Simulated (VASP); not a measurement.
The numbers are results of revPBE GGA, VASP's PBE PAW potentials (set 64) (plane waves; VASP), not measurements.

VASP ran on this input.

### POSCAR
```
CdSe
4.441250
  0.5000000452  -0.8660254237   0.0000000000
  0.5000000452   0.8660254237   0.0000000000
  0.0000000000   0.0000000000   1.6279711345
Cd Se
2 2
Cartesian
  0.5000000452  -0.2886757186   0.8141631952
  0.5000000452   0.2886757186   0.0001776279
  0.5000000452  -0.2886757186   1.4259250859
  0.5000000452   0.2886757186   0.6119395186
```

**INCAR**
```
! general
SYSTEM =CdSe
PREC   =Accurate
ENCUT  =520
LREAL  =.FALSE.   ! projection in real space or not
LASPH  =.TRUE.
ICHARG =11   ! fixed density

! electronic loop
EDIFF  =1E-7   ! SCF stop (eV)
NELM   =100   ! most electronic steps
ALGO   =Normal   ! blocked Davidson
LMAXMIX=4   ! l cut-off of mixed one-centre charges

! smearing
ISMEAR =0
SIGMA  =0.05   ! width (eV)

! functional
GGA    =RE

! output
LWAVE  =.FALSE.
LCHARG =.FALSE.
LORBIT =11   ! lm-projected
```

**KPOINTS**
```
k-points along high-symmetry lines
10
Line-mode
Reciprocal
  0.000000   0.000000   0.000000 ! GAMMA
  0.000000   0.500000   0.000000 ! M

  0.000000   0.500000   0.000000 ! M
 -0.333333   0.666667   0.000000 ! K

 -0.333333   0.666667   0.000000 ! K
  0.000000   0.000000   0.000000 ! GAMMA

  0.000000   0.000000   0.000000 ! GAMMA
  0.000000   0.000000   0.500000 ! A

  0.000000   0.000000   0.500000 ! A
  0.000000   0.500000   0.500000 ! L

  0.000000   0.500000   0.500000 ! L
 -0.333333   0.666667   0.500000 ! H

 -0.333333   0.666667   0.500000 ! H
  0.000000   0.000000   0.500000 ! A

  0.000000   0.500000   0.500000 ! L
  0.000000   0.500000   0.000000 ! M

 -0.333333   0.666667   0.500000 ! H
 -0.333333   0.666667   0.000000 ! K
```

POTCAR, in this order: Cd Se (PBE.64 set). Program: vasp_std. Read from the step before: CHGCAR.

The run wrote:

**OUTCAR**
```
 ion  position               nearest neighbor table
   1  0.667  0.333  0.500-   4 2.72   4 2.72   4 2.72   3 2.72
   2  0.333  0.667  0.000-   3 2.72   3 2.72   3 2.72   4 2.72
   3  0.667  0.333  0.876-   2 2.72   2 2.72   2 2.72   1 2.72
   4  0.333  0.667  0.376-   1 2.72   1 2.72   1 2.72   2 2.72
  LATTYP: Found a hexagonal cell.
 ALAT       =     4.4412501770
 C/A-ratio  =     1.6279710696
 Subroutine PRICEL returns:
 Original cell was already a primitive cell.
 Subroutine GETGRP returns: Found 12 space group operations
The static configuration has the point symmetry C_3v.
 The point group associated with its full space group is C_6v.
The dynamic configuration has the point symmetry C_3v.
 Subroutine INISYM returns: Found 12 space group operations
   k-points           NKPTS =     90   k-points in BZ     NKDIM =     90   number of bands    NBANDS=     22
   number of dos      NEDOS =    301   number of ions     NIONS =      4
   total plane-waves  NPLWV =  69984
   dimension x,y,z NGX =    36 NGY =   36 NGZ =   54
   dimension x,y,z NGXF=    72 NGYF=   72 NGZF=  108
   ions per type =               2   2
   PREC   = accura    normal or accurate (medium, high low for compatibility)
   ISTART =      0    job   : 0-new  1-cont  2-samecut
   ICHARG =     11    charge: 1-file 2-atom 10-const
   ISPIN  =      1    spin polarized calculation?
...
```

### OSZICAR
```
       N       E                     dE             d eps       ncg     rms          rms(c)
DAV:   1     0.239828746617E+03    0.23983E+03   -0.17258E+04  3960   0.145E+03
DAV:   2     0.367883552522E+01   -0.23615E+03   -0.23151E+03  4428   0.345E+02
DAV:   3    -0.907232230197E+01   -0.12751E+02   -0.12684E+02  4662   0.793E+01
DAV:   4    -0.919675196599E+01   -0.12443E+00   -0.12435E+00  4440   0.746E+00
DAV:   5    -0.919797347083E+01   -0.12215E-02   -0.12214E-02  4734   0.668E-01
DAV:   6    -0.919799685498E+01   -0.23384E-04   -0.23374E-04  4564   0.806E-02
DAV:   7    -0.919799746685E+01   -0.61187E-06   -0.61183E-06  4746   0.110E-02
DAV:   8    -0.919799748705E+01   -0.20200E-07   -0.20278E-07  3716   0.173E-03
   1 F= -.91979975E+01 E0= -.91979975E+01  d E =-.118211E-15
```

OUTCAR:
```
 val. band max:        0.3431746321   @ k =   0.0000   0.0000   0.0000

 cond. band min:       0.9333085109   @ k =   0.0000   0.0000   0.0000



 k-point     1 :       0.0000    0.0000    0.0000
  band No.  band energies     occupation
      1     -11.7398      2.00000
      2     -11.4420      2.00000
      3      -7.3272      2.00000
      4      -7.3206      2.00000
      5      -7.3206      2.00000
      6      -7.2686      2.00000
      7      -7.2686      2.00000
      8      -7.0728      2.00000
      9      -7.0728      2.00000
     10      -7.0263      2.00000
     11      -7.0263      2.00000
     12      -6.8099      2.00000
     13      -3.4844      2.00000
     14      -0.2979      2.00000
     15      -0.2979      2.00000
     16       0.3128      2.00000
     17       0.3432      2.00000
     18       0.3432      2.00000
     19       0.9333      0.00000
     20       2.5287      0.00000
     21       6.2428      0.00000
     22       6.2429      0.00000

 k-point     2 :       0.0000    0.0556    0.0000
  band No.  band energies     occupation
      1     -11.7321      2.00000
      2     -11.4385      2.00000
      3      -7.3251      2.00000
      4      -7.3178      2.00000
      5      -7.3136      2.00000
      6      -7.2653      2.00000
      7      -7.2650      2.00000
      8      -7.0741      2.00000
      9      -7.0729      2.00000
     10      -7.0285      2.00000
     11      -7.0257      2.00000
     12      -6.8054      2.00000
     13      -3.4684      2.00000
     14      -0.4322      2.00000
     15      -0.3319      2.00000
     16       0.0206      2.00000
     17       0.2957      2.00000
     18       0.3243      2.00000
     19       1.2500      0.00000
     20       2.6687      0.00000
     21       6.1380      0.00000
     22       6.2867      0.00000

 k-point     3 :       0.0000    0.1111    0.0000
  band No.  band energies     occupation
      1     -11.7097      2.00000
      2     -11.4283      2.00000
...
```

The density is held fixed in this step, so its total energy and stress have no physical meaning.

The compound is CdSe in the wurtzite structure. It was relaxed first, which changed the volume by +10 %.
